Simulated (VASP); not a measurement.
An input for Quantum ESPRESSO's pw.x (written as the equivalent of a VASP run, and not itself run):

```
&CONTROL
  calculation = 'vc-relax'
  pseudo_dir = './pseudo'
  outdir = './out'
  tprnfor = .true.
  tstress = .true.
  nstep = 40
  forc_conv_thr = 0.00078
/
&SYSTEM
  ibrav = 0
  nat = 2
  ntyp = 2
  ecutwfc = 84
  occupations = 'smearing'
  smearing = 'gaussian'
  degauss = 0.003675
  input_dft = 'pz'
/
&ELECTRONS
  conv_thr = 7.3e-08
  electron_maxstep = 100
/
&IONS
/
&CELL
  press = 50
/
ATOMIC_SPECIES
  Ga 69.723 Ga.upf
  N 14.007 N.upf
CELL_PARAMETERS angstrom
     0.0000000    2.2139199    2.2139199
     2.2139199   -0.0000000    2.2139199
     2.2139199    2.2139199   -0.0000000
ATOMIC_POSITIONS crystal
  Ga   0.0000000  0.0000000  0.0000000
  N    0.2500000  0.2500000  0.2500000
K_POINTS automatic
  10 10 10 0 0 0
```

Task: Translate this input to VASP (INCAR, KPOINTS, POSCAR, choice of POTCAR).

Result: Several could match; the one computed here: 
KPOINTS:
```
Automatic mesh
0
gamma
  10 10 10
0 0 0
```

### POSCAR
```
GaN
1
    0.0000000000     2.2139198848     2.2139198848
    2.2139198848    -0.0000000000     2.2139198848
    2.2139198848     2.2139198848    -0.0000000000
Ga N
1 1
Direct
  0.0000000000   0.0000000000   0.0000000000
  0.2500000000   0.2500000000   0.2500000000
```

### INCAR
```
ALGO = Normal
EDIFF = 1E-6
EDIFFG = -0.02
ENCUT = 620
IBRION = 2
ISIF = 3
ISMEAR = 0
LASPH = .TRUE.
LCHARG = .FALSE.
LMAXMIX = 4
LREAL = .FALSE.
LWAVE = .FALSE.
NELM = 100
NSW = 40
PREC = Accurate
PSTRESS = 50
SIGMA = 0.05
SYSTEM = GaN
```

POTCAR, in this order: Ga_d N (LDA.64 set). Program: vasp_std.

What does not carry over: the potentials are each code's own (VASP's PAW set, PseudoDojo norm-conserving files in pw.x), so ENCUT and ecutwfc are chosen apart and not converted; conv_thr bounds pw.x's estimated SCF error, while EDIFF bounds the energy change between steps; forc_conv_thr acts on force components and is met together with etot_conv_thr.

The compound is GaN in the zinc blende structure, a metastable form; wurtzite is the usual one. It was relaxed first under an external pressure of 5 GPa.
